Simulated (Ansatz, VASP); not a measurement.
**YZn: VASP beside Ansatz**

```
Zn Y
1.0
     3.58953    0.00000    0.00000
     0.00000    3.58953    0.00000
     0.00000    0.00000    3.58953
Zn Y
1 1
Cartesian
  1.7948 1.7948 1.7948
  0.0000 0.0000 0.0000
```

Alike in both runs: task single point; functional LDA; k mesh 9 × 9 × 9; occupations gaussian, width 0.0977 eV; no spin polarisation.

|  | VASP | Ansatz |
| --- | --- | --- |
| version | VASP 6.6.1 | Ansatz 0.2.0 |
| potentials or method | VASP PAW LDA potentials, release 64 (Zn, Y_sv) | PAW plane waves |
| plane-wave cutoff (eV) | 520 | 420 |
| valence electrons in the cell | 23 | 23 |

```tsv
	VASP	Ansatz	Ansatz less VASP
pressure (GPa)	-5.8	-5.9	-0.07
```
